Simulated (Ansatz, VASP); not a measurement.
# Al4Co in two plane-wave programs, part 2 of 2

One calculation is typed for both programs; each brings its own data sets. How far apart do they land? The cell is taken from a series of runs on this material, whose earlier steps may have relaxed, scaled, displaced or heated it; both programs get it as it stands.

VASP 6.6.1 and Ansatz 0.2.0.

So far: Set-up; Ansatz: relaxation of cell and atoms, PBE.

The structure was built from a prototype and need not be the compound's stable phase.

## Step 3: VASP: relaxation of cell and atoms, PBE

Level of this step: PBE, zero-moment start; plane waves and PAW (Co, Al) (VASP).

The same cell, functional, mesh and smearing now go to VASP, with its own data sets.

Lines of VASP's logs that name or quote its potential files are left out, and so is its time.

INCAR

```
SYSTEM = Al4Co
PREC = Accurate
ENCUT = 600
EDIFF = 1E-07
NELM = 200
ISMEAR = -1
SIGMA = 0.1
LREAL = .FALSE.
ALGO = Normal
GGA = PE
NBANDS = 19
ISPIN = 2
MAGMOM = -0 -0 -0 -0 -0
LASPH = .TRUE.
LMAXMIX = 4
LORBIT = 11
LWAVE = .FALSE.
LCHARG = .FALSE.
ISIF = 3
IBRION = 2
NSW = 80
EDIFFG = -0.005
GGA_COMPAT = .FALSE.
NELMIN = 4
KPAR = 2
```

POSCAR

```
Al4Co
1.0
   -2.7813200000      2.7813200000      2.7813200000
    2.7813200000     -2.7813200000      2.7813200000
    2.7813200000      2.7813200000     -2.7813200000
Co Al
1 4
Direct
    0.0000000000      0.0000000000      0.0000000000
    0.0000000000      0.0000000000      0.5000000000
    0.0000000000      0.5000000000      0.0000000000
    0.5000000000      0.0000000000      0.0000000000
    0.5000000000      0.5000000000      0.5000000000
```

KPOINTS

```
Automatic mesh
0
Gamma
10 10 10
0 0 0
```

PAW data sets: Co and Al (PBE family, release 64).

On the command line:

```console
$ mpirun -np 2 vasp_std
```

Numbers of over 12 decimals in the logs are rounded to 6 here.

Output:

```text
[banner, memory and clock lines left out]
running    2 mpi-ranks, on    1 nodes
 distrk:  each k-point on    1 cores,    2 groups
 distr:  one band on    1 cores,    1 groups

 POSCAR found type information on POSCAR CoAl
 POSCAR found :  2 types and       5 ions
 LDA part: xc-table for (Slater+PW92), standard interpolation
 POSCAR, INCAR and KPOINTS ok, starting setup
 FFT: planning ... GRIDC
 FFT: planning ... GRID_SOFT
 FFT: planning ... GRID
 WAVECAR not read
 entering main loop
       N       E                     dE             d eps       ncg     rms          rms(c)
DAV:   1     0.729949793597E+02    0.72995E+02   -0.83659E+03  3572   0.103E+03
DAV:   2    -0.194185631615E+02   -0.92414E+02   -0.86192E+02  3673   0.193E+02
DAV:   3    -0.238147966515E+02   -0.43962E+01   -0.42925E+01  4666   0.485E+01
DAV:   4    -0.238944137782E+02   -0.79617E-01   -0.79439E-01  4352   0.579E+00
DAV:   5    -0.238971336173E+02   -0.27198E-02   -0.27197E-02  4573   0.122E+00    0.111E+01
DAV:   6    -0.282597167097E+02   -0.43626E+01   -0.37008E+01  3950   0.914E+01    0.184E+01
DAV:   7    -0.226743295148E+02    0.55854E+01   -0.11064E+01  4646   0.709E+01    0.217E+00
DAV:   8    -0.226948949422E+02   -0.20565E-01   -0.19237E+00  5243   0.119E+01    0.381E+00
DAV:   9    -0.225740919781E+02    0.12080E+00   -0.62542E-01  4286   0.110E+01    0.778E-01
DAV:  10    -0.225717491538E+02    0.23428E-02   -0.18852E-02  4431   0.123E+00    0.426E-01
DAV:  11    -0.225710831248E+02    0.66603E-03   -0.46203E-03  4426   0.930E-01    0.744E-02
DAV:  12    -0.225711192769E+02   -0.36152E-04   -0.46808E-04  4903   0.303E-01    0.637E-02
DAV:  13    -0.225710788999E+02    0.40377E-04   -0.12423E-04  4951   0.161E-01    0.520E-03
DAV:  14    -0.225710801472E+02   -0.12472E-05   -0.65947E-06  5437   0.178E-02    0.108E-02
DAV:  15    -0.225710797581E+02    0.38909E-06   -0.29486E-07  2594   0.750E-03    0.806E-03
DAV:  16    -0.225710794955E+02    0.26256E-06   -0.16091E-06  5390   0.158E-02    0.696E-04
DAV:  17    -0.225710795042E+02   -0.86457E-08   -0.78390E-08  2158   0.240E-03
   1 F= -.22571080E+02 E0= -.22507501E+02  d E =-.225711E+02  mag=    -0.0000
 curvature:   0.00 expect dE= 0.000E+00 dE for cont linesearch  0.000E+00
 trial: gam= 0.00000 g(F)=  0.853E-60 g(S)=  0.565E-03 ort = 0.000E+00 (trialstep = 0.100E+01)
 search vector abs. value=  0.565E-03
 bond charge predicted
       N       E                     dE             d eps       ncg     rms          rms(c)
DAV:   1    -0.225768932182E+02   -0.58137E-02   -0.45561E-02  3924   0.308E+00    0.790E-01
DAV:   2    -0.226562614691E+02   -0.79368E-01   -0.43280E-01  4676   0.950E+00    0.297E+00
DAV:   3    -0.225710043888E+02    0.85257E-01   -0.31132E-01  4439   0.777E+00    0.124E-01
DAV:   4    -0.225712906053E+02   -0.28622E-03   -0.41846E-03  3698   0.381E-01    0.912E-02
DAV:   5    -0.225712162147E+02    0.74391E-04   -0.23171E-04  5108   0.200E-01    0.952E-03
DAV:   6    -0.225712154278E+02    0.78695E-06   -0.97059E-06  3996   0.281E-02    0.795E-03
DAV:   7    -0.225712151661E+02    0.26164E-06   -0.13471E-06  5466   0.952E-03    0.201E-03
DAV:   8    -0.225712151751E+02   -0.89608E-08   -0.92781E-08  2126   0.405E-03
   2 F= -.22571215E+02 E0= -.22507414E+02  d E =-.135671E-03  mag=     0.0000
 trial-energy change:   -0.000136  1 .order   -0.000152   -0.000565    0.000262
 step:   0.6573(harm=  0.6835)  dis= 0.00000  next Energy=   -22.571261 (dE=-0.181E-03)
 bond charge predicted
       N       E                     dE             d eps       ncg     rms          rms(c)
DAV:   1    -0.225719294709E+02   -0.71430E-03   -0.53659E-03  3915   0.106E+00    0.275E-01
DAV:   2    -0.225811902111E+02   -0.92607E-02   -0.51208E-02  4542   0.330E+00    0.973E-01
DAV:   3    -0.225712196559E+02    0.99706E-02   -0.32577E-02  4400   0.277E+00    0.300E-02
DAV:   4    -0.225712697643E+02   -0.50108E-04   -0.57468E-04  3713   0.119E-01    0.337E-02
DAV:   5    -0.225712601827E+02    0.95817E-05   -0.26114E-05  5334   0.623E-02    0.417E-03
DAV:   6    -0.225712602178E+02   -0.35151E-07   -0.15493E-06  4484   0.861E-03    0.212E-03
DAV:   7    -0.225712601280E+02    0.89836E-07   -0.78849E-08  2071   0.393E-03
   3 F= -.22571260E+02 E0= -.22507535E+02  d E =-.180624E-03  mag=    -0.0000
 curvature:  -0.34 expect dE=-0.500E-08 dE for cont linesearch -0.500E-08
 trial: gam=-0.00508 g(F)=  0.319E-60 g(S)=  0.147E-07 ort = 0.289E-05 (trialstep = 0.931E+00)
 search vector abs. value=  0.100E-09
 reached required accuracy - stopping structural energy minimisation
```

From OUTCAR (step 3):

```text
ion  position               nearest neighbor table
   1  0.000  0.000  0.000-   2 2.41   3 2.41   4 2.41   5 2.41   2 2.41   3 2.41   4 2.41   5 2.41

  LATTYP: Found a body centered cubic cell.
 ALAT       =     5.5626400000

 Subroutine GETGRP returns: Found 48 space group operations
 (whereof 48 operations were pure point group operations)

The static configuration has the point symmetry O_h .

 Found     47 irreducible k-points:

   k-points           NKPTS =     47   k-points in BZ     NKDIM =     47   number of bands    NBANDS=     19

   dimension x,y,z NGX =    40 NGY =   40 NGZ =   40
   dimension x,y,z NGXF=    80 NGYF=   80 NGZF=   80

   ENCUT  =  600.0 eV  44.10 Ry    6.64 a.u.   9.62  9.62  9.62*2*pi/ulx,y,z

   NELECT =      21.0000    total number of electrons

 k-points in reciprocal lattice and weights: Automatic mesh
   0.00000000  0.00000000  0.00000000       0.001
   0.10000000  0.00000000  0.00000000       0.012
   0.20000000  0.00000000  0.00000000       0.012
   0.30000000  0.00000000  0.00000000       0.012
   0.40000000  0.00000000  0.00000000       0.012
   0.50000000  0.00000000  0.00000000       0.006
   0.10000000  0.10000000  0.00000000       0.024
   0.20000000  0.10000000  0.00000000       0.048
   0.30000000  0.10000000 -0.00000000       0.048
[...]
0.50000000  0.50000000  0.40000000       0.012
   0.50000000  0.50000000  0.50000000       0.001

 average (electrostatic) potential at core
       1 -81.6360       2 -73.5444       3 -73.5444       4 -73.5444       5 -73.5444

 E-fermi :   6.7687

 spin component 1
 k-point     1 :       0.0000    0.0000    0.0000
  band No.  band energies     occupation
    ...
      8       5.1222      1.00000
      9       5.1222      1.00000
     10       6.0609      0.99916
     11       6.0609      0.99916
     12       6.0609      0.99916
     13       7.9678      0.00001
     14       8.1726      0.00000
     15       8.1726      0.00000
     16       8.1726      0.00000
     17       9.5068      0.00000
    ...

 k-point     2 :       0.1000    0.0000    0.0000
  band No.  band energies     occupation
    ...
      8       5.0184      1.00000
      9       5.0827      1.00000
     10       6.1119      0.99860
     11       6.1267      0.99837
     12       6.1557      0.99783
     13       8.1714      0.00000
     14       8.3522      0.00000
     15       8.4630      0.00000
     16       8.7015      0.00000
     17       9.7611      0.00000
    ...

 k-point     3 :       0.2000    0.0000    0.0000
  band No.  band energies     occupation
    ...
      8       4.8109      1.00000
      9       4.9564      1.00000
     10       6.2307      0.99541
     11       6.3290      0.98784
     12       6.3648      0.98270
     13       8.4224      0.00000
     14       8.8972      0.00000
     15       9.2227      0.00000
     16       9.7347      0.00000
     17      10.3961      0.00000
    ...

 k-point     4 :       0.3000    0.0000    0.0000
  band No.  band energies     occupation
    ...
      7       4.5598      1.00000
      8       4.6328      1.00000
      9       4.8214      1.00000
     10       6.3229      0.98855
     11       6.4555      0.95821
     12       6.7706      0.49542
     13       8.7198      0.00000
     14       9.7497      0.00000
     15      10.2874      0.00000
     16      10.3882      0.00000
    ...

 k-point     5 :       0.4000    0.0000    0.0000
  band No.  band energies     occupation
    ...
      7       4.5277      1.00000
      8       4.5501      1.00000
      9       4.7450      1.00000
     10       6.3783      0.98025
     11       6.5203      0.92301
     12       7.2680      0.00674
     13       9.0803      0.00000
     14       9.5301      0.00000
     15      10.7097      0.00000
     16      10.8440      0.00000
    ...

 k-point     6 :       0.5000    0.0000    0.0000
  band No.  band energies     occupation
    ...
      7       4.4941      1.00000
      8       4.5694      1.00000
      9       4.7222      1.00000
     10       6.3970      0.97627
     11       6.5397      0.90810
     12       7.5782      0.00031
     13       9.0774      0.00000
     14       9.3281      0.00000
     15      10.4258      0.00000
     16      11.2348      0.00000
    ...

  Total        0.0007134      0.0007134      0.0007134     -0.0000000      0.0000000     -0.0000000
  in kB        0.0132462      0.0132462      0.0132462     -0.0000000      0.0000000     -0.0000000
  external PRESSURE =       0.0132462 kB  Pullay stress =       0.0000000 kB

  energy-cutoff  :      600.00
  volume of cell :       86.29
      direct lattice vectors                 reciprocal lattice vectors
    -2.783784478  2.783784478  2.783784478     0.000000000  0.179611606  0.179611606
     2.783784478 -2.783784478  2.783784478     0.179611606  0.000000000  0.179611606
     2.783784478  2.783784478 -2.783784478     0.179611606  0.179611606  0.000000000

 POSITION                                       TOTAL-FORCE (eV/Angst)
 -----------------------------------------------------------------------------------
      0.00000      0.00000     -0.00000        -0.000000     -0.000000     -0.000000
      1.39189      1.39189     -1.39189         0.000000      0.000000      0.000000
      1.39189     -1.39189      1.39189        -0.000000      0.000000      0.000000
     -1.39189      1.39189      1.39189         0.000000      0.000000     -0.000000
      1.39189      1.39189      1.39189        -0.000000     -0.000000     -0.000000
 -----------------------------------------------------------------------------------
    total drift:                               -0.000000     -0.000000      0.000000

  FREE ENERGIE OF THE ION-ELECTRON SYSTEM (eV)
  ---------------------------------------------------
  free  energy   TOTEN  =       -22.5712601280 eV

  energy  without entropy=      -22.4438094455  energy(sigma->0) =      -22.50753479

 reached required accuracy - stopping structural energy minimisation

 total charge
# of ion       s       p       d       tot
------------------------------------------
    1        0.482   0.550   7.519   8.550
    2        0.436   0.362   0.000   0.799
    3        0.436   0.362   0.000   0.799
    4        0.436   0.362   0.000   0.799
    5        0.436   0.362   0.000   0.799
--------------------------------------------------
tot          2.227   1.999   7.519  11.745

 magnetization (x)
# of ion       s       p       d       tot
------------------------------------------
    1       -0.000  -0.000   0.000   0.000
    2        0.000   0.000   0.000   0.000
    3        0.000   0.000   0.000   0.000
    4        0.000   0.000   0.000   0.000
    5        0.000   0.000   0.000   0.000
--------------------------------------------------
tot          0.000   0.000   0.000   0.000

[... 2 further parts left out ...]
```

This run allows spin, but its moments start at zero, where symmetry between the spins tends to hold them, although Co can carry a moment. Its electron count is odd, so without a moment it is a metal by construction.

## Step 4: Side by side

Known differences besides the potentials themselves: the data sets hold 29 valence electrons in Ansatz (on its default PAW (the set named soft_2) files) and 21 in VASP; the cutoff is 420 eV in Ansatz and 600 eV in VASP; Ansatz adds a Pulay correction to the stress that steers its cell, VASP none. Total energies have different zeros and are not compared.

Both answers:

```csv
quantity,Ansatz,VASP,difference
volume (Å³),86.36,86.29,+0.08 %
"edge a after relaxation, in the typed setting (Å)",4.823,4.822,+0.02 %
```

## Step 5: Results

```
difference in volume (relaxation of cell and atoms, PBE) : 0.078 %
```

What this shows: The difference in volume is 0.078 % (relaxation of cell and atoms, PBE), within the 1.2 % picked in this series as the mark of a large difference, as far as the stopping tolerances let one tell. The data sets hold unlike numbers of valence electrons (29 in Ansatz and 21 in VASP), so part of the differences comes from the potentials. 1 further run of this series is not shown here. How closely two codes agree says nothing of how well the functional describes the real material.

[Lines on the potential files, build, host, timing and source positions are cut from VASP's logs without a mark.]

[Logs are printed without paths, hosts, clocks, repeated set-up lines and the standing remarks that a program may print on its own settings, such as how far it seeks lower states.]

[Hosts, paths, dates, database ids (printed as entryN), source tags and the programs' standing remarks are cut or masked in the printed files.]
